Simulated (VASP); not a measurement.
Si3N4:

```xyz
14
Lattice="7.6000 0.0000 0.0000 -3.8000 6.5818 0.0000 0.0000 0.0000 2.9100" Properties=species:S:1:pos:R:3 pbc="T T T"
Si   -1.6066    5.0640    0.7275
Si    0.2177    2.6584    0.7275
Si    1.3889    5.4412    0.7275
Si    5.4066    1.5178    2.1825
Si    3.5823    3.9234    2.1825
Si    2.4111    1.1406    2.1825
N     0.0000    4.3879    0.7275
N     3.8000    2.1939    2.1825
N     2.3845    0.2126    0.7275
N     6.2236    1.9587    0.7275
N     2.7919    4.4105    0.7275
N     1.4155    6.3692    2.1825
N    -2.4236    4.6231    2.1825
N     1.0081    2.1713    2.1825
```

The cell was built by a generator and isn't the measured one.

- Program: VASP 6.6.1
- Task: relaxation of cell and atoms
- Functional: PBE
- Dispersion: D3(BJ)
- Potentials or basis: VASP PAW PBE potentials, release 64 (Si, N)
- Cutoff: 600 eV
- k mesh: 3 × 3 × 8
- Occupations: gaussian, width 0.05 eV
- Spin: no spin polarisation

At the start: pressure 1.2 GPa; volume 10.40 Å³/atom.

Problem. Where does the relaxation end?

Solution. Over 13 steps the energy falls by 3.4 meV/atom and the volume is 10.43 Å³/atom (+0.4 %); space group P6_3/m (No. 176, to 0.05 Å).

The path:
```
step  energy change (eV)  largest force (eV/Å)  pressure (GPa)  volume (Å³)
   1              0.0000                0.7468            1.19       145.56
   2              0.1371                1.4277           -1.29       147.20
   3             -0.0405                0.0925            0.20       146.09
   4             -0.0448                0.1031           -0.27       146.39
   5             -0.0448                0.0987           -0.23       146.37
   6             -0.0466                0.0351            0.04       146.20
   7             -0.0466                0.0385            0.05       146.19
   8             -0.0472                0.0339           -0.01       146.21
   9             -0.0473                0.0349           -0.05       146.22
  10             -0.0474                0.0526            0.03       146.16
  11             -0.0475                0.0374            0.01       146.18
  12             -0.0477                0.0273            0.04       146.15
  13             -0.0479                0.0062            0.12       146.07
```

Final structure:
```xyz
14
Lattice="7.6143 0.0000 0.0000 -3.8072 6.5942 0.0000 0.0000 0.0000 2.9092" Properties=species:S:1:pos:R:3 pbc="T T T"
Si   -1.5977    5.0631    0.7273
Si    0.2213    2.6790    0.7273
Si    1.3765    5.4464    0.7273
Si    5.4049    1.5311    2.1819
Si    3.5859    3.9152    2.1819
Si    2.4307    1.1478    2.1819
N     0.0000    4.3961    0.7273
N     3.8072    2.1981    2.1819
N     2.3986    0.1970    0.7273
N     6.2444    1.9788    0.7273
N     2.7784    4.4184    0.7273
N     1.4085    6.3972    2.1819
N    -2.4373    4.6154    2.1819
N     1.0287    2.1758    2.1819
```
